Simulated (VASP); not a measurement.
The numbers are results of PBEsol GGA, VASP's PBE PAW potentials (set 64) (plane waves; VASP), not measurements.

VASP input:

### INCAR
```
! general
SYSTEM  = PbF2
PREC    = Accurate
ENCUT   = 400   ! plane-wave cut-off (eV)
LREAL   = .FALSE.
LASPH   = .TRUE.   ! aspherical one-centre terms

! electronic loop
EDIFF   = 1E-6   ! SCF stop (eV)
NELM    = 100   ! most electronic steps
ALGO    = Normal
LMAXMIX = 4

! smearing
ISMEAR  = -1   ! Fermi-Dirac
SIGMA   = 0.01

! functional
GGA     = PS

! ions
ISIF    = 2   ! forces and stress, cell fixed

! output
LWAVE   = .FALSE.
LCHARG  = .FALSE.
```

File KPOINTS:
```
kpoints
0
gamma
 7 7 7
0 0 0
```

**POSCAR**
```
PbF2
1.0
  0.0000000000   2.8748000000   2.8748000000
  2.8748000000   0.0000000000   2.8748000000
  2.8748000000   2.8748000000   0.0000000000
Pb F
1 2
direct
  0.0000000000   0.0000000000   0.0000000000
  0.2500000000   0.2500000000   0.2500000000
  0.7500000000   0.7500000000   0.7500000000
```

POTCAR, in this order: Pb_d F (PBE.64 set). Program: vasp_std.

Output

OSZICAR:
```
       N       E                     dE             d eps       ncg     rms          rms(c)
DAV:   1     0.270619305364E+03    0.27062E+03   -0.13237E+04   730   0.151E+03
DAV:   2     0.560232559900E+01   -0.26502E+03   -0.25771E+03   816   0.430E+02
DAV:   3    -0.156770450664E+02   -0.21279E+02   -0.21034E+02   840   0.137E+02
DAV:   4    -0.162867324652E+02   -0.60969E+00   -0.60929E+00   784   0.242E+01
DAV:   5    -0.163061462798E+02   -0.19414E-01   -0.19413E-01   868   0.418E+00    0.666E+00
DAV:   6    -0.149118090729E+02    0.13943E+01   -0.69244E+00   978   0.238E+01    0.245E+00
DAV:   7    -0.148970309840E+02    0.14778E-01   -0.28126E-01   738   0.376E+00    0.146E+00
DAV:   8    -0.148882463252E+02    0.87847E-02   -0.70234E-02   728   0.345E+00    0.412E-01
DAV:   9    -0.148865165831E+02    0.17297E-02   -0.12195E-02   912   0.996E-01    0.889E-02
DAV:  10    -0.148876434486E+02   -0.11269E-02   -0.13008E-03   724   0.270E-01    0.219E-02
DAV:  11    -0.148876656226E+02   -0.22174E-04   -0.53504E-05   778   0.656E-02    0.750E-03
DAV:  12    -0.148876751787E+02   -0.95560E-05   -0.17089E-05   724   0.270E-02    0.192E-03
DAV:  13    -0.148876752908E+02   -0.11216E-06   -0.73184E-07   602   0.794E-03
   1 F= -.14887675E+02 E0= -.14887675E+02  d E =-.422557E-13
```

OUTCAR:
```
------------------------ aborting loop because EDIFF is reached ----------------------------------------
  FORCE on cell =-STRESS in cart. coord.  units (eV):
  Direction    XX          YY          ZZ          XY          YZ          ZX
  --------------------------------------------------------------------------------------
  Total       -0.2137402     -0.2137402     -0.2137402     -0.0000000      0.0000000      0.0000000
  in kB       -7.2068227     -7.2068227     -7.2068227     -0.0000000      0.0000000      0.0000000
  external PRESSURE =      -7.2068227 kB  Pullay stress =       0.0000000 kB
  volume of cell :       47.52
      direct lattice vectors                 reciprocal lattice vectors
     0.000000000  2.874800000  2.874800000    -0.173925143  0.173925143  0.173925143
     2.874800000  0.000000000  2.874800000     0.173925143 -0.173925143  0.173925143
     2.874800000  2.874800000  0.000000000     0.173925143  0.173925143 -0.173925143
 POSITION                                       TOTAL-FORCE (eV/Angst)
 -----------------------------------------------------------------------------------
      0.00000      0.00000      0.00000        -0.000000      0.000000      0.000000
      1.43740      1.43740      1.43740         0.000000      0.000000      0.000000
      4.31220      4.31220      4.31220        -0.000000     -0.000000     -0.000000
 -----------------------------------------------------------------------------------
    total drift:                                0.000000      0.000000      0.000000
  FREE ENERGIE OF THE ION-ELECTRON SYSTEM (eV)
  ---------------------------------------------------
  free  energy   TOTEN  =       -14.8876752908 eV

  energy  without entropy=      -14.8876752908  energy(sigma->0) =      -14.88767529
```
(Selected blocks of OUTCAR.)

OUTCAR:
```
 val. band max:        2.9103667852   @ k =  -0.2857   0.4286   0.1429

 cond. band min:       7.2162109793   @ k =   0.4286   0.4286   0.0000


 Fermi energy:         3.1862590817

 k-point     1 :       0.0000    0.0000    0.0000
  band No.  band energies     occupation
      1     -18.8713      2.00000
      2     -18.0442      2.00000
      3     -11.6014      2.00000
      4     -11.6014      2.00000
      5     -11.6014      2.00000
      6     -11.4858      2.00000
      7     -11.4858      2.00000
      8      -1.8350      2.00000
      9      -0.1968      2.00000
     10      -0.1968      2.00000
     11      -0.1968      2.00000
     12       0.3105      2.00000
     13       0.3105      2.00000
     14       0.3105      2.00000
     15       9.6528      0.00000
     16       9.6528      0.00000
     17       9.6528      0.00000
     18      13.6234      0.00000

 k-point     2 :       0.1429    0.0000    0.0000
  band No.  band energies     occupation
      1     -18.8219      2.00000
      2     -18.0937      2.00000
      3     -11.5889      2.00000
      4     -11.5889      2.00000
      5     -11.5387      2.00000
      6     -11.4859      2.00000
      7     -11.4859      2.00000
      8      -2.3458      2.00000
      9      -0.3812      2.00000
     10      -0.2561      2.00000
     11      -0.2561      2.00000
     12       0.2782      2.00000
     13       0.2782      2.00000
     14       1.0129      2.00000
     15       8.9457      0.00000
     16       9.8561      0.00000
     17       9.8561      0.00000
     18      14.8592      0.00000

 k-point     3 :       0.2857    0.0000    0.0000
  band No.  band energies     occupation
      1     -18.6901      2.00000
      2     -18.2081      2.00000
      3     -11.5700      2.00000
      4     -11.5700      2.00000
      5     -11.4764      2.00000
      6     -11.4764      2.00000
      7     -11.4028      2.00000
      8      -3.0918      2.00000
      9      -0.6510      2.00000
...
```

At this cut-off the stress carries a Pulay error, which pulls relaxed volumes low. Unless said otherwise, spin-orbit coupling is left out, though it shifts the bands of the heavy elements here.

The structure is a typed PbF2 crystal (Fm-3m). The cell was not relaxed at this level, and its volume differs by -5.9 % from the start's.
